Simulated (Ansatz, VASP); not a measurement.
One calculation of TaH3Br2, two programs

INCAR

```
SYSTEM = TaH3Br2
PREC = Accurate ; ENCUT = 520
EDIFF = 1E-6 ; ISMEAR = 0
SIGMA = 0.1 ; LREAL = .FALSE.
LASPH = .TRUE. ; NELM = 80
ALGO = Normal ; ISIF = 2
LWAVE = .FALSE. ; LCHARG = .FALSE.
GGA = PE ; NBANDS = 23
```

File KPOINTS:

```
regular mesh
0
G
  6 6 6
  0 0 0
```

Contents of POSCAR:

```
TaH3Br2
1.0
    2.7947698500      1.6135611300      4.4217278500
   -2.7947698500      1.6135611300      4.4217278500
    0.0000000000     -3.2271222500      4.4217278500
Ta H Br
1 3 2
Direct
    0.0000000000      0.0000000000      0.0000000000
    0.0000000000      0.5000000000      0.0000000000
    0.5000000000      0.0000000000      0.0000000000
    0.0000000000      0.0000000000      0.5000000000
    0.6256905800      0.6256905800      0.6256905800
    0.3743094200      0.3743094200      0.3743094200
```

Input for Ansatz:

```yaml
crystal:
  lattice:
    - [2.79476985, 1.61356113, 4.42172785]
    - [-2.79476985, 1.61356113, 4.42172785]
    - [0.0, -3.22712225, 4.42172785]
  atoms:
    - { symbol: Ta, position: [0.0, 0.0, 0.0] }
    - { symbol: H, position: [0.0, 0.5, 0.0] }
    - { symbol: H, position: [0.5, 0.0, 0.0] }
    - { symbol: H, position: [0.0, 0.0, 0.5] }
    - { symbol: Br, position: [0.62569058, 0.62569058, 0.62569058] }
    - { symbol: Br, position: [0.37430942, 0.37430942, 0.37430942] }
basis:
  ecutwfc: 420
kpoints:
  mp_grid: { grid: [6, 6, 6] }
hamiltonian:
  xc: pbe
scf:
  occupations: { method: gaussian, width: 0.1 }
  lower_state_search: "off"
output:
  forces: true
  stress: true
  eigenvalues: true
```

Change from the starting cell: species swapped into the Y2Al3Fe type (R-3m, No. 166).

Alike in both runs: task single point; functional PBE; k mesh 6 × 6 × 6; occupations gaussian, width 0.1 eV; no spin polarisation.

```csv
,VASP,Ansatz
version,VASP 6.6.1,Ansatz 0.2.0
potentials or method,"VASP PAW PBE potentials, release 64 (Ta_pv, H, Br)","scalar-relativistic, plane waves, PAW"
plane-wave cutoff (eV),520,420
valence electrons in the cell,28,30
```

```csv
,VASP,Ansatz,Ansatz less VASP
gap on the k mesh at the Fermi level (eV),none,none,-
pressure (GPa),-16.6,-16.6,+0.02
largest component of the traceless stress (GPa),1.58,1.58,-0.002
rms of the force components (eV/Å),0.137,0.137,+0.0001
```

Atom by atom the forces differ by 0.000 eV/Å (rms over components). A gap of «none» marks a metal or a gap that the smearing closes. With one functional, cell and mesh, what is left measures potentials, basis and numerics. The two sets of potentials don't hold the same shells in valence.

Caveats: so large a pressure means that the cell lies far from this level's equilibrium, or that cutoff or potentials fall short (VASP). Spin-orbit coupling is left out, which matters for the levels of Ta.
